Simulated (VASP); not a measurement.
All values below come from r2SCAN+rVV10, VASP's PBE PAW potentials (set 64) (plane waves; VASP).

VASP ran on this input.

POSCAR:
```
Rb
1.0
 -2.8462031349   2.8462031349   2.8462031349
  2.8462031349  -2.8462031349   2.8462031349
  2.8462031349   2.8462031349  -2.8462031349
Rb
1
Direct
  0.0000000000   0.0000000000   0.0000000000
```

INCAR:
```
ALGO = Normal
BPARAM = 11.95
CPARAM = 0.0093
EDIFF = 1E-7
ENCUT = 520
ISIF = 2
ISMEAR = -5
LASPH = .TRUE.
LCHARG = .FALSE.
LMAXMIX = 4
LMIXTAU = .TRUE.
LORBIT = 11
LREAL = .FALSE.
LUSE_VDW = .TRUE.
LWAVE = .FALSE.
METAGGA = R2SCAN
NEDOS = 601
NELM = 100
PREC = Accurate
SYSTEM = Rb
```

### KPOINTS_OPT
```
k-points along high-symmetry lines
10
Line-mode
Reciprocal
  0.000000   0.000000   0.000000 ! GAMMA
  0.500000  -0.500000   0.500000 ! H

  0.500000  -0.500000   0.500000 ! H
  0.000000  -0.000000   0.500000 ! N

  0.000000  -0.000000   0.500000 ! N
  0.000000   0.000000   0.000000 ! GAMMA

  0.000000   0.000000   0.000000 ! GAMMA
  0.250000   0.250000   0.250000 ! P

  0.250000   0.250000   0.250000 ! P
  0.500000  -0.500000   0.500000 ! H

  0.250000   0.250000   0.250000 ! P
  0.000000  -0.000000   0.500000 ! N
```

**KPOINTS**
```
Automatic mesh
0
Gamma
10 10 10
0 0 0
```

POTCAR, in this order: Rb_sv (PBE.64 set). Program: vasp_std.

Output of the run:

OUTCAR:
```
 ion  position               nearest neighbor table
   1  0.000  0.000  0.000-
  LATTYP: Found a body centered cubic cell.
 ALAT       =     5.6924062698
 Subroutine PRICEL returns:
 Original cell was already a primitive cell.
 Subroutine GETGRP returns: Found 48 space group operations
The static configuration has the point symmetry O_h .
The dynamic configuration has the point symmetry O_h .
 Subroutine INISYM returns: Found 48 space group operations
 Subroutine IBZKPT returns following result:
 Found     47 irreducible k-points:

 Following reciprocal coordinates:
            Coordinates               Weight
  0.000000  0.000000  0.000000      1.000000
  0.100000  0.000000  0.000000     12.000000
  0.200000  0.000000  0.000000     12.000000
  0.300000  0.000000  0.000000     12.000000
  0.400000  0.000000  0.000000     12.000000
  0.500000  0.000000  0.000000      6.000000
  0.100000  0.100000  0.000000     24.000000
  0.200000  0.100000 -0.000000     48.000000
  0.300000  0.100000  0.000000     48.000000
  0.400000  0.100000  0.000000     48.000000
  0.200000  0.200000  0.000000     24.000000
  0.300000  0.200000  0.000000     48.000000
  0.400000  0.200000 -0.000000     24.000000
  0.300000  0.300000  0.000000     24.000000
  0.100000  0.100000  0.100000      8.000000
  0.200000  0.100000  0.100000     24.000000
  0.300000  0.100000  0.100000     24.000000
  0.400000  0.100000  0.100000     12.000000
 -0.100000  0.100000  0.100000      6.000000
  0.200000  0.200000  0.100000     24.000000
  0.300000  0.200000  0.100000     48.000000
 -0.200000  0.200000  0.100000     24.000000
  0.300000  0.300000  0.100000      8.000000
 -0.300000  0.300000  0.100000     24.000000
 -0.200000  0.300000  0.100000     24.000000
 -0.400000  0.400000  0.100000     24.000000
 -0.300000  0.400000  0.100000     48.000000
  0.500000  0.500000  0.100000     12.000000
 -0.400000  0.500000  0.100000     48.000000
 -0.300000  0.500000  0.100000     24.000000
 -0.400000 -0.400000  0.100000     24.000000
  0.200000  0.200000  0.200000      8.000000
  0.300000  0.200000  0.200000     12.000000
 -0.200000  0.200000  0.200000      6.000000
 -0.300000  0.300000  0.200000     24.000000
 -0.400000  0.400000  0.200000     24.000000
 -0.300000  0.400000  0.200000     24.000000
  0.500000  0.500000  0.200000     12.000000
 -0.400000  0.500000  0.200000     48.000000
 -0.400000 -0.400000  0.200000      8.000000
   k-points           NKPTS =     47   k-points in BZ     NKDIM =     47   number of bands    NBANDS=      8
   number of dos      NEDOS =    601   number of ions     NIONS =      1
   total plane-waves  NPLWV =  64000
   dimension x,y,z NGX =    40 NGY =   40 NGZ =   40
   dimension x,y,z NGXF=    80 NGYF=   80 NGZF=   80
   ions per type =               1
   PREC   = accura    normal or accurate (medium, high low for compatibility)
   ISTART =      0    job   : 0-new  1-cont  2-samecut
   ICHARG =      2    charge: 1-file 2-atom 10-const
   ISPIN  =      1    spin polarized calculation?
   LNONCOLLINEAR =      F non collinear calculations
   LSORBIT =      F    spin-orbit coupling
   INIWAV =      1    electr: 0-lowe 1-rand  2-diag
   ENCUT  =  520.0 eV  38.22 Ry    6.18 a.u.   9.17  9.17  9.17*2*pi/ulx,y,z
   NELM   =    100;   NELMIN=  2; NELMDL= -5     # of ELM steps
   EDIFF  = 0.1E-06   stopping-criterion for ELM
   LREAL  =      F    real-space projection
   NLSPLINE    = F    spline interpolate recip. space projectors
   LMAXMIX     =    4 max onsite mixed and CHGCAR
   VOSKOWN=      0    Vosko Wilk Nusair interpolation
...
```

File OSZICAR:
```
       N       E                     dE             d eps       ncg     rms          rms(c)
DAV:   1     0.342529040500E+02    0.34253E+02   -0.33270E+03   752   0.836E+02
DAV:   2    -0.136724703378E+02   -0.47925E+02   -0.47420E+02   864   0.147E+02
DAV:   3    -0.166339362891E+02   -0.29615E+01   -0.29596E+01   984   0.422E+01
DAV:   4    -0.167313955634E+02   -0.97459E-01   -0.97239E-01  1256   0.647E+00
DAV:   5    -0.167318211403E+02   -0.42558E-03   -0.42727E-03  1128   0.377E-01    0.962E-01
DAV:   6    -0.142246751871E+02    0.25071E+01   -0.12282E+00   760   0.589E+00    0.786E-01
DAV:   7    -0.133152295405E+02    0.90945E+00   -0.28255E-01   752   0.556E+00    0.614E-01
DAV:   8    -0.138113320915E+02   -0.49610E+00   -0.14171E-01   752   0.450E+00    0.398E-01
DAV:   9    -0.133386079445E+02    0.47272E+00   -0.90475E-02   752   0.333E+00    0.133E-01
DAV:  10    -0.136123959882E+02   -0.27379E+00   -0.31370E-01   832   0.514E+00    0.137E-01
DAV:  11    -0.136129398680E+02   -0.54388E-03   -0.47715E-03  1264   0.606E-01    0.138E-01
DAV:  12    -0.136191103844E+02   -0.61705E-02   -0.16790E-04  1064   0.160E-01    0.134E-01
DAV:  13    -0.136175221106E+02    0.15883E-02   -0.42637E-05  1184   0.852E-02    0.139E-01
DAV:  14    -0.136358406458E+02   -0.18319E-01   -0.29592E-03   776   0.762E-01    0.269E-01
DAV:  15    -0.136426074941E+02   -0.67668E-02   -0.42553E-03   784   0.873E-01    0.375E-01
DAV:  16    -0.136368466991E+02    0.57608E-02   -0.32300E-03   768   0.979E-01    0.273E-01
DAV:  17    -0.136366753482E+02    0.17135E-03   -0.43744E-04  1096   0.337E-01    0.235E-01
DAV:  18    -0.136232865585E+02    0.13389E-01   -0.32988E-02   752   0.247E+00    0.154E-01
DAV:  19    -0.136237236325E+02   -0.43707E-03   -0.61338E-04  1120   0.200E-01    0.163E-01
DAV:  20    -0.136241194277E+02   -0.39580E-03   -0.42671E-04   824   0.303E-01    0.146E-01
DAV:  21    -0.136244110893E+02   -0.29166E-03   -0.59578E-04   776   0.284E-01    0.640E-02
DAV:  22    -0.136232494338E+02    0.11617E-02   -0.39048E-03   752   0.800E-01    0.427E-02
DAV:  23    -0.136243321109E+02   -0.10827E-02   -0.31571E-03   752   0.610E-01    0.381E-02
DAV:  24    -0.136242681530E+02    0.63958E-04   -0.38723E-05  1168   0.757E-02    0.402E-02
DAV:  25    -0.136240780875E+02    0.19007E-03   -0.44978E-05   776   0.546E-02    0.406E-02
DAV:  26    -0.136242314902E+02   -0.15340E-03   -0.56134E-05   784   0.748E-02    0.418E-02
DAV:  27    -0.136240789500E+02    0.15254E-03   -0.11697E-04   776   0.158E-01    0.424E-02
DAV:  28    -0.136239510541E+02    0.12790E-03   -0.27643E-04   768   0.143E-01    0.345E-02
DAV:  29    -0.136239602563E+02   -0.92022E-05   -0.18955E-05   800   0.480E-02    0.284E-02
DAV:  30    -0.136239649720E+02   -0.47157E-05   -0.25223E-05   784   0.500E-02    0.228E-02
DAV:  31    -0.136240464321E+02   -0.81460E-04   -0.74037E-05   768   0.995E-02    0.175E-02
DAV:  32    -0.136240151909E+02    0.31241E-04   -0.10969E-05   784   0.466E-02    0.122E-02
DAV:  33    -0.136239845653E+02    0.30626E-04   -0.29066E-05   768   0.513E-02    0.538E-03
DAV:  34    -0.136239873510E+02   -0.27857E-05   -0.46525E-06   832   0.260E-02    0.311E-03
DAV:  35    -0.136239863681E+02    0.98290E-06   -0.16442E-06   776   0.128E-02    0.164E-03
DAV:  36    -0.136239864264E+02   -0.58358E-07   -0.64035E-07   896   0.105E-02
   1 F= -.13623986E+02 E0= -.13623986E+02  d E =0.000000E+00
       N       E                     dE             ncg
       N       E                     dE             ncg
```

File OUTCAR:
```
------------------------ aborting loop because EDIFF is reached ----------------------------------------
  FORCE on cell =-STRESS in cart. coord.  units (eV):
  Direction    XX          YY          ZZ          XY          YZ          ZX
  --------------------------------------------------------------------------------------
  Total       -0.0057614     -0.0057614     -0.0057614     -0.0000000     -0.0000000      0.0000000
  in kB       -0.1000885     -0.1000885     -0.1000885     -0.0000000     -0.0000000      0.0000000
  external PRESSURE =      -0.1000885 kB  Pullay stress =       0.0000000 kB
  volume of cell :       92.23
      direct lattice vectors                 reciprocal lattice vectors
    -2.846203135  2.846203135  2.846203135     0.000000000  0.175672633  0.175672633
     2.846203135 -2.846203135  2.846203135     0.175672633  0.000000000  0.175672633
     2.846203135  2.846203135 -2.846203135     0.175672633  0.175672633  0.000000000
 POSITION                                       TOTAL-FORCE (eV/Angst)
 -----------------------------------------------------------------------------------
      0.00000      0.00000      0.00000         0.000000     -0.000000      0.000000
 -----------------------------------------------------------------------------------
    total drift:                               -0.000000      0.000000     -0.000000
  FREE ENERGIE OF THE ION-ELECTRON SYSTEM (eV)
  ---------------------------------------------------
  free  energy   TOTEN  =       -13.6239864264 eV

  energy  without entropy=      -13.6239864264  energy(sigma->0) =      -13.62398643

 total charge

# of ion       s       p       d       tot
------------------------------------------
    1        1.960   5.384   0.004   7.349
```
(Selected blocks of OUTCAR.)

### OUTCAR
```
 val. band max:        0.0116085381   @ k =   0.3000   0.2000   0.0000

 cond. band min:       0.0928340189   @ k =  -0.4000   0.4000   0.2000


 Fermi energy:         0.0484785790

 k-point     1 :       0.0000    0.0000    0.0000
  band No.  band energies     occupation
      1     -30.0195      2.00000
      2     -13.5113      2.00000
      3     -13.5113      2.00000
      4     -13.5113      2.00000
      5      -2.0635      2.00000
      6       4.1261      0.00000
      7       4.1261      0.00000
      8       4.1261      0.00000

 k-point     2 :       0.1000    0.0000    0.0000
  band No.  band energies     occupation
      1     -30.0191      2.00000
      2     -13.5206      2.00000
      3     -13.5143      2.00000
      4     -13.5113      2.00000
      5      -1.9398      2.00000
      6       3.8869      0.00000
      7       3.9354      0.00000
      8       4.2384      0.00000

 k-point     3 :       0.2000    0.0000    0.0000
  band No.  band energies     occupation
      1     -30.0180      2.00000
      2     -13.5446      2.00000
      3     -13.5220      2.00000
      4     -13.5114      2.00000
      5      -1.5793      2.00000
      6       3.1286      0.00000
      7       3.5529      0.00000
      8       4.5703      0.00000

 k-point     4 :       0.3000    0.0000    0.0000
  band No.  band energies     occupation
      1     -30.0167      2.00000
      2     -13.5738      2.00000
      3     -13.5315      2.00000
      4     -13.5115      2.00000
      5      -1.0134      2.00357
      6       2.2592      0.00000
      7       3.2005      0.00000
      8       4.9683      0.00000

 k-point     5 :       0.4000    0.0000    0.0000
  band No.  band energies     occupation
      1     -30.0156      2.00000
      2     -13.5971      2.00000
      3     -13.5391      2.00000
      4     -13.5115      2.00000
      5      -0.2959      2.00158
      6       1.4107      0.00000
      7       2.9688      0.00000
...
```

For a metal the tetrahedron method with Blöchl corrections gives inexact stress and forces.

The compound is Rb in the bcc structure. It was relaxed first.
